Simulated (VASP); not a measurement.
An input for Ansatz (written as the equivalent of a VASP run, and not itself run):

Ansatz 0.2 input:
```yaml
crystal:
  lattice:
    - [0.0000000, 2.9386176, 2.9386176]
    - [2.9386176, 0.0000000, 2.9386176]
    - [2.9386176, 2.9386176, 0.0000000]
  atoms:
    - { symbol: Ca, position: [0.0000000, 0.0000000, 0.0000000] }
    - { symbol: Se, position: [0.5000000, 0.5000000, 0.5000000] }
kpoints:
  mp_grid: { grid: [7, 7, 7] }
hamiltonian:
  xc: pbesol
  pseudopotentials: { kind: paw }
scf:
  occupations: { method: gaussian, width: 0.05 }
  max_iter: 100
relax:
  max_steps: 60
  f_tol: 0.01
  cell: {}
output: { forces: true, stress: true, eigenvalues: true }
```

### Question
Write the VASP files for the same calculation (PBEsol).

### Answer
This is not unique; one that fits is 
INCAR:
```
# general
SYSTEM   =  CaSe
PREC     =  Accurate
ENCUT    =  400   # plane-wave cut-off (eV)
LREAL    =  .False.   # projection in real space or not
LASPH    =  .True.   # aspherical one-centre terms

# electronic loop
EDIFF    =  1E-6
NELM     =  100   # most electronic steps
ALGO     =  Normal   # blocked Davidson
LMAXMIX  =  4   # l cut-off of mixed one-centre charges

# smearing
ISMEAR   =  0
SIGMA    =  0.05

# functional
GGA      =  PS   # PBEsol

# ions
IBRION   =  2   # conjugate gradients
NSW      =  60   # most ionic steps
ISIF     =  3   # ions, shape and volume
EDIFFG   =  -0.01

# output
LWAVE    =  .False.
LCHARG   =  .False.
```

**POSCAR**
```
CaSe
1.0
  0.0000000000   2.9386175746   2.9386175746
  2.9386175746   0.0000000000   2.9386175746
  2.9386175746   2.9386175746   0.0000000000
Ca Se
1 1
direct
  0.0000000000   0.0000000000   0.0000000000
  0.5000000000   0.5000000000   0.5000000000
```

KPOINTS:
```
Automatic
0
gamma
  7 7 7
0 0 0
```

POTCAR, in this order: Ca_sv Se (PBE.64 set). Program: vasp_std.

Limits of the translation: each code has its own PAW files, so the cut-off isn't converted (ENCUT is set for VASP's; basis.ecutwfc is left out, and Ansatz then takes the one that its files recommend); Ansatz stops its SCF on the density residual and VASP on the energy change (EDIFF).

The structure was generated: CaSe was put into the rock salt type (Fm-3m), which need not be its known phase. It was relaxed first, which changed the volume by -22 %. The start is the result of an earlier pass.
